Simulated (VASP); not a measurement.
# TcSe2 (R-3m) in VASP: further runs, part 2 of 2

VASP 6.6.1. The steps go on from the part before.

**3. Single point, PBEsol+U, collinear spin, random start**

File INCAR:

```
PREC = Accurate
ENCUT = 520
EDIFF = 1E-7
ISMEAR = 0
SIGMA = 0.05
LREAL = False
LASPH = True
NELM = 60
ALGO = Normal
ISIF = 2
LWAVE = False
LCHARG = False
ISPIN = 2
MAGMOM = -0.28 0 0
LORBIT = 11
LMAXMIX = 4
LDAU = True
LDAUTYPE = 2
LDAUL = 2 -1
LDAUU = 3 0
LDAUJ = 0 0
LDAUPRINT = 1
GGA = PS
```

File KPOINTS:

```
regular mesh
0
Gamma
  6 6 6
```

File POSCAR:

```
TcSe2
1.0
    1.9284189500      1.1133732000      5.8303367600
   -1.9284189500      1.1133732000      5.8303367600
    0.0000000000     -2.2267463900      5.8303367600
Tc Se
1 2
Direct
    0.0000000000      0.0000000000      0.0000000000
    0.2520000000      0.2520000000      0.2520000000
    0.7480000000      0.7480000000      0.7480000000
```

Potentials or basis: VASP PAW PBE potentials, release 64 (Tc_pv, Se).

Started as:

```console
> cat potpaw_PBE.64/Tc_pv/POTCAR potpaw_PBE.64/Se/POTCAR > POTCAR
> mpirun -np 1 vasp_std > vasp.out
```

OUTCAR:

```text
PREC = Accurate
   ENCUT = 520
   EDIFF = 1E-7
   ISMEAR = 0
   LREAL = False
   LASPH = True
   NELM = 60
   ISIF = 2
   ISPIN = 2
   LORBIT = 11
   GGA = PS

 ion  position               nearest neighbor table
   1  0.000  0.000  0.000-   3 2.64   2 2.64   3 2.64   3 2.64   2 2.64   2 2.64
   2  0.252  0.252  0.252-   1 2.64   1 2.64   1 2.64
   3  0.748  0.748  0.748-   1 2.64   1 2.64   1 2.64

  LATTYP: Found a trigonal (rhomboedric) cell.
 ALAT       =     6.2410917526
 COS(alpha) =     0.8090535272

  Lattice vectors:

[... 1171 lines left out ...]
 -----------------------------------------------------------------------------
  energy-cutoff  :      520.00
  volume of cell :       75.11
      direct lattice vectors                 reciprocal lattice vectors
     1.928418950  1.113373200  5.830336760     0.259279759  0.149695239  0.057172226
    -1.928418950  1.113373200  5.830336760    -0.259279759  0.149695239  0.057172226
     0.000000000 -2.226746390  5.830336760     0.000000000 -0.299390478  0.057172227

 POSITION                                       TOTAL-FORCE (eV/Angst)
 -----------------------------------------------------------------------------------
      0.00000      0.00000      0.00000         0.000000     -0.000000     -0.000000
      0.00000      0.00000      4.40773        -0.000000      0.000000      0.544645
      0.00000      0.00000     13.08328        -0.000000     -0.000000     -0.544645
 -----------------------------------------------------------------------------------
    total drift:                               -0.000000      0.000000     -0.000000

  FREE ENERGIE OF THE ION-ELECTRON SYSTEM (eV)
  ---------------------------------------------------
  free  energy   TOTEN  =       -16.2321564045 eV

  energy  without entropy=      -16.2319765945  energy(sigma->0) =      -16.23206650

 total charge

# of ion       s       p       d       tot
------------------------------------------
    1        0.338   6.355   4.778  11.471
    2        1.473   2.287   0.033   3.792
    3        1.473   2.287   0.033   3.792
--------------------------------------------------
tot          3.283  10.928   4.843  19.055

 magnetization (x)

# of ion       s       p       d       tot
------------------------------------------
    1       -0.052  -0.057  -2.833  -2.942
    2       -0.003   0.054  -0.006   0.044
    3       -0.003   0.054  -0.006   0.044
--------------------------------------------------
tot         -0.059   0.050  -2.845  -2.854
```

stdout:

```text
POSCAR found type information on POSCAR TcSe
 POSCAR found :  2 types and       3 ions
 scaLAPACK will be used
 -----------------------------------------------------------------------------
|                                                                             |
|                                                                             |
|     You enforced a specific xc type in the INCAR file but a different       |
|     I HOPE YOU KNOW WHAT YOU ARE DOING!                                     |
|                                                                             |
 -----------------------------------------------------------------------------

 LDA part: xc-table for (Slater+PW92), standard interpolation
 POSCAR, INCAR and KPOINTS ok, starting setup
 FFT: planning ... GRIDC
 FFT: planning ... GRID_SOFT
 FFT: planning ... GRID
 WAVECAR not read
 entering main loop
```

It took 1.8 min on 1 thread of Intel Xeon Platinum 8559C (Emerald Rapids), shared host; peak memory 0.43 GiB.

What came out:

```
Free energy                                           : -16.2322 eV
Pressure                                              : -6.2 GPa
Largest force                                         : 0.545 eV/Å
Band gap on the k mesh                                : none (metal or under the smearing width)
Net moment                                            : -2.99 μB per cell
Site moments                                          : Tc -2.94; Se +0.04 μB
Valence electrons inside the program's atomic spheres : Tc 11.47; Se 3.79
```

Forces in eV/Å, atoms in the order of the input:
```
Tc   0.000  0.000  0.000
Se   0.000  0.000  0.545
Se   0.000  0.000 -0.545
```

Stress tensor (GPa, compression positive):
```
-7.77  0.00  0.00
 0.00 -7.77  0.00
 0.00  0.00 -2.98
```

Eigenvalues of the final occupation matrices:
```csv
site,spin,trace,eigenvalues
site 1 d,1,0.98,0.08 0.09 0.09 0.36 0.36
site 1 d,2,3.83,0.58 0.58 0.89 0.89 0.89
```

Caveat: the PAW data sets were made with another functional, which shifts forces and pressure a little. The state reached can hang on the start; a lower one may exist.

**4. Single point, PBEsol+U, collinear spin, ferromagnetic start**

File INCAR:

```
PREC = Accurate
ENCUT = 520
EDIFF = 1E-6
ISMEAR = 0
SIGMA = 0.05
LREAL = F
LASPH = T
NELM = 100
ALGO = Normal
ISIF = 2
LWAVE = F
LCHARG = F
ISPIN = 2
MAGMOM = 0.5 0 0
LORBIT = 11
NUPDOWN = 4
LMAXMIX = 4
LDAU = T
LDAUTYPE = 2
LDAUL = 2 -1
LDAUU = 3 0
LDAUJ = 0 0
LDAUPRINT = 1
GGA = PS
NBANDS = 24
```

File KPOINTS:

```
Automatic mesh
0
Gamma
  6 6 6
```

POSCAR is that of step 3.

Started as:

```console
> cat potpaw_PBE.64/Tc_pv/POTCAR potpaw_PBE.64/Se/POTCAR > POTCAR
> mpirun -np 1 vasp_std > vasp.out
```

It took 2.1 min on 1 thread of Intel Xeon Platinum 8559C (Emerald Rapids), shared host; peak memory 0.44 GiB.

The run converged. Its results:

- Free energy: -15.4422 eV
- Pressure: -3.4 GPa
- Largest force: 0.136 eV/Å
- Net moment: 4.00 μB per cell
- Site moments: Tc +3.26; Se +0.15 μB
- Valence electrons inside the program's atomic spheres: Tc 11.51; Se 3.77

Forces on the atoms (eV/Å):
```
Tc   0.000  0.000  0.000
Se   0.000  0.000  0.136
Se   0.000  0.000 -0.136
```

Stress tensor (GPa, compression positive):
```
-3.78  0.00  0.00
 0.00 -3.78  0.00
 0.00  0.00 -2.54
```

Eigenvalues of the final occupation matrices:
```csv
site,spin,trace,eigenvalues
site 1 d,1,4.02,0.67 0.67 0.89 0.89 0.89
site 1 d,2,0.86,0.07 0.07 0.07 0.33 0.33
```

Caveat: the moment is held away from its start; the PAW data sets were made with another functional, which shifts forces and pressure a little; the total moment is fixed, so each spin has its own Fermi level. The state reached can hang on the start; a lower one may exist.

**5. Single point, PBEsol+U, collinear spin, ferromagnetic start**

File INCAR:

```
  PREC = Accurate
  ENCUT = 520
  EDIFF = 1E-6
  ISMEAR = 0
  SIGMA = 0.05
  LREAL = False
  LASPH = True
  NELM = 80
  ALGO = Fast
  ISIF = 2
  LWAVE = False
  LCHARG = False
  ISPIN = 2
  MAGMOM = 0.5 0 0
  LORBIT = 11
  LMAXMIX = 4
  LDAU = True
  LDAUTYPE = 2
  LDAUL = 2 -1
  LDAUU = 5 0
  LDAUJ = 0 0
  LDAUPRINT = 1
  GGA = PS
  NBANDS = 24
```

File KPOINTS:

```
regular mesh
0
Gamma
  6 6 6
```

POSCAR is that of step 4.

Started as:

```console
> cat potpaw_PBE.64/Tc_pv/POTCAR potpaw_PBE.64/Se/POTCAR > POTCAR
> mpirun -np 1 vasp_std > vasp.out
```

Run time: 2.2 min. Hardware: 1 thread of Intel Xeon Platinum 8559C (Emerald Rapids), shared host; peak memory 0.44 GiB.

The run converged. Its results:

```
Free energy                                           : -14.8328 eV
Pressure                                              : -4.2 GPa
Largest force                                         : 0.341 eV/Å
Band gap on the k mesh                                : 0.19 eV, indirect (least direct gap 0.77 eV)
Net moment                                            : 3.00 μB per cell
Site moments                                          : Tc +3.25; Se -0.13 μB
Valence electrons inside the program's atomic spheres : Tc 11.48; Se 3.80
```

Forces on the atoms (eV/Å):
```
Tc   0.000  0.000  0.000
Se   0.000  0.000  0.341
Se   0.000  0.000 -0.341
```

Stress tensor (GPa, compression positive):
```
-5.62  0.00  0.00
 0.00 -5.62  0.00
 0.00  0.00 -1.48
```

Levels at points of the mesh, in eV from the valence-band top:
Spin up:
| k point | band 12 | band 13 | band 14 | band 15 | band 16 | band 17 |
| --- | --- | --- | --- | --- | --- | --- |
| (0.00, 0.00, 0.00) | -0.63 | -0.63 | 0.00 | 1.55 | 1.55 | 3.76 |
| (0.50, 0.00, 0.00) | -2.99 | -2.39 | -2.04 | 0.72 | 1.14 | 5.18 |
| (0.50, 0.50, 0.00) | -3.34 | -2.38 | -1.62 | 1.75 | 1.80 | 3.66 |
| (0.50, 0.50, 0.50) | -2.11 | -0.88 | -0.88 | 1.77 | 1.77 | 4.57 |
Spin down:
```csv
k point,band 7,band 8,band 9,band 10,band 11,band 12,band 13,band 14,band 15,band 16
"(0.00, 0.00, 0.00)",-3.56,-3.56,-0.73,-0.73,-0.15,0.84,0.84,1.79,3.00,3.00
"(0.50, 0.00, 0.00)",-3.90,-3.38,-3.34,-2.42,-2.04,0.81,1.60,1.86,2.94,2.99
"(0.50, 0.50, 0.00)",-4.40,-3.13,-2.39,-2.31,-1.67,0.35,1.71,1.96,3.38,3.41
"(0.50, 0.50, 0.50)",-3.48,-3.48,-2.47,-0.98,-0.98,0.82,0.82,1.54,3.25,3.25
```

Eigenvalues of the final occupation matrices:
```csv
site,spin,trace,eigenvalues
site 1 d,1,3.99,0.63 0.63 0.91 0.91 0.91
site 1 d,2,0.83,0.06 0.06 0.06 0.33 0.33
```

Caveat: the PAW data sets were made with another functional, which shifts forces and pressure a little. The state reached can hang on the start; a lower one may exist.

**6. Single point, PBEsol+U, collinear spin, ferromagnetic start**

File INCAR:

```
SYSTEM = TcSe2
PREC     = Accurate       ! precision mode
ENCUT    = 520            ! plane-wave cutoff, eV
EDIFF    = 1E-7           ! SCF threshold, eV
ISMEAR   = 0              ! smearing method
SIGMA    = 0.05           ! smearing width, eV
LREAL    = .FALSE.        ! projectors in reciprocal space
LASPH    = .TRUE.         ! aspherical terms in the spheres
NELM     = 100            ! most SCF steps
ALGO     = Normal         ! electronic algorithm
ISIF     = 2              ! what is computed and relaxed
LWAVE    = .FALSE.        ! write WAVECAR
LCHARG   = .FALSE.        ! write CHGCAR
ISPIN    = 2              ! spin polarisation
MAGMOM   = 0.5 0 0        ! initial moments
LORBIT   = 11             ! projections on sites
LMAXMIX  = 4              ! l up to which the mixer works
LDAU     = .TRUE.         ! DFT+U
LDAUTYPE = 2            
LDAUL    = 2 -1           ! shell
LDAUU    = 5 0            ! U, eV
LDAUJ    = 0 0          
LDAUPRINT= 1            
GGA      = PS             ! functional
```

File KPOINTS:

```
Automatic mesh
0
G
  6 6 6
  0 0 0
```

POSCAR is that of step 5.

Potentials or basis: VASP PAW PBE potentials, release 64 (Tc_pv, Se).

Started as:

```console
> cat potpaw_PBE.64/Tc_pv/POTCAR potpaw_PBE.64/Se/POTCAR > POTCAR
> mpirun -np 1 vasp_std > vasp.out
```

Wall time 1.8 min (1 thread of Intel Xeon Platinum 8559C (Emerald Rapids), shared host); peak memory 0.43 GiB.

It converged, with:

* Free energy: -14.8328 eV
* Pressure: -4.2 GPa
* Largest force: 0.340 eV/Å
* Band gap on the k mesh: 0.19 eV, indirect (least direct gap 0.77 eV)
* Net moment: 3.00 μB per cell
* Site moments: Tc +3.25; Se -0.13 μB
* Valence electrons inside the program's atomic spheres: Tc 11.48; Se 3.80

Forces in eV/Å, atoms in the order of the input:
```
Tc   0.000  0.000  0.000
Se   0.000  0.000  0.340
Se   0.000  0.000 -0.340
```

Stress tensor (GPa, compression positive):
```
-5.61  0.00  0.00
 0.00 -5.61  0.00
 0.00  0.00 -1.49
```

Levels at points of the mesh, in eV from the valence-band top:
Spin up:
```csv
k point,band 12,band 13,band 14,band 15,band 16
"(0.00, 0.00, 0.00)",-0.63,-0.63,0.00,1.55,1.55
"(0.50, 0.00, 0.00)",-2.99,-2.39,-2.04,0.72,1.14
"(0.50, 0.50, 0.00)",-3.34,-2.38,-1.62,1.75,1.79
"(0.50, 0.50, 0.50)",-2.11,-0.88,-0.88,1.77,1.77
```
Spin down:
```csv
k point,band 7,band 8,band 9,band 10,band 11,band 12,band 13,band 14,band 15,band 16
"(0.00, 0.00, 0.00)",-3.56,-3.56,-0.73,-0.73,-0.15,0.85,0.85,1.79,3.00,3.00
"(0.50, 0.00, 0.00)",-3.90,-3.38,-3.34,-2.42,-2.04,0.81,1.61,1.86,2.94,2.99
"(0.50, 0.50, 0.00)",-4.40,-3.13,-2.39,-2.31,-1.67,0.35,1.72,1.96,3.38,3.41
"(0.50, 0.50, 0.50)",-3.48,-3.48,-2.47,-0.98,-0.98,0.82,0.82,1.54,3.25,3.25
```

Eigenvalues of the final occupation matrices:
| site | spin | trace | eigenvalues |
| --- | --- | --- | --- |
| site 1 d | 1 | 3.99 | 0.63 0.63 0.91 0.91 0.91 |
| site 1 d | 2 | 0.83 | 0.06 0.06 0.06 0.33 0.33 |

Caveat: the PAW data sets were made with another functional, which shifts forces and pressure a little.

**7. The runs side by side**

```csv
spin,U,fixed moment (μB),gap on the mesh (eV),pressure (GPa),moment (μB),largest force (eV/Å)
"collinear, ferromagnetic start",Tc d U = 3 eV,-,none,-6.2,2.99,0.54
"collinear, random start",Tc d U = 3 eV,-,none,-6.2,2.99,0.54
"collinear, ferromagnetic start",Tc d U = 3 eV,4,-,-3.4,4.00,0.14
"collinear, ferromagnetic start",Tc d U = 5 eV,-,0.19,-4.2,3.00,0.34
```

Alike in all rows: task single point; level PBEsol+U; potentials or basis VASP PAW PBE potentials, release 64 (Tc_pv, Se); cell as given; k mesh 6 × 6 × 6; cutoff (eV) 520; smearing gaussian 0.05 eV.

On the cell as given the gap runs from zero (PBEsol+U) to 0.19 eV (PBEsol+U).

Caveats: the PAW data sets were made with another functional, which shifts forces and pressure a little; the moment is held away from its start (some runs); the total moment is fixed, so each spin has its own Fermi level (some runs).

Total energies depend on the potentials used, so only differences within one code and one set of settings carry meaning.
